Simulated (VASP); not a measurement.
A convergence study with VASP on Pd (fcc): a few settings are varied, all else stays as given below, so the limit is that of these other settings. The cell's lengths are 1 % over those of the tabulated start, so it is off equilibrium.

```
CELL_PARAMETERS angstrom
      0.00000     1.96445     1.96445
      1.96445     0.00000     1.96445
      1.96445     1.96445     0.00000
ATOMIC_POSITIONS crystal
  Pd 0.00000 0.00000 0.00000
```

The numbers are results of LDA (Ceperley-Alder, Perdew-Zunger), VASP's LDA PAW potentials (set 64) (plane waves; VASP), not measurements. The last row used: ADDGRID = .TRUE., 500 eV cut-off, 18×18×18 Γ-centred mesh, first-order Methfessel-Paxton smearing of 0.10 eV, potentials Pd.

| setting | E (eV/atom) | pressure (GPa) | plane waves |
|---|---|---|---|
| ADDGRID = unset, ENCUT = 200, PREC = Low | -6.3133 | -72.80 | 113 |
| ADDGRID = unset, ENCUT = 200, PREC = Normal | -6.3125 | -72.85 | 113 |
| ADDGRID = .TRUE., ENCUT = 200, PREC = Normal | -6.3126 | -72.85 | 113 |
| ADDGRID = .TRUE., ENCUT = 200, PREC = Accurate | -6.3093 | -72.59 | 113 |
| ADDGRID = unset, ENCUT = 300, PREC = Low | -6.4631 | -13.01 | 190 |
| ADDGRID = unset, ENCUT = 300, PREC = Normal | -6.4623 | -13.06 | 190 |
| ADDGRID = .TRUE., ENCUT = 300, PREC = Normal | -6.4623 | -13.07 | 190 |
| ADDGRID = .TRUE., ENCUT = 300, PREC = Accurate | -6.4621 | -13.10 | 190 |
| ADDGRID = unset, ENCUT = 400, PREC = Low | -6.4553 | -13.31 | 291 |
| ADDGRID = unset, ENCUT = 400, PREC = Normal | -6.4545 | -13.37 | 291 |
| ADDGRID = .TRUE., ENCUT = 400, PREC = Normal | -6.4545 | -13.37 | 291 |
| ADDGRID = .TRUE., ENCUT = 400, PREC = Accurate | -6.4545 | -13.37 | 291 |
| ADDGRID = unset, ENCUT = 500, PREC = Low | -6.4546 | -12.92 | 397 |
| ADDGRID = unset, ENCUT = 500, PREC = Normal | -6.4544 | -12.92 | 397 |
| ADDGRID = .TRUE., ENCUT = 500, PREC = Normal | -6.4544 | -12.92 | 397 |
| ADDGRID = .TRUE., ENCUT = 500, PREC = Accurate | -6.4544 | -12.92 | 397 |

Left out are rungs that failed or repeat a setting and relaxations that didn't move; long series are thinned to 24 rows.

The compound is Pd in the fcc structure. The cell was not relaxed at this level.
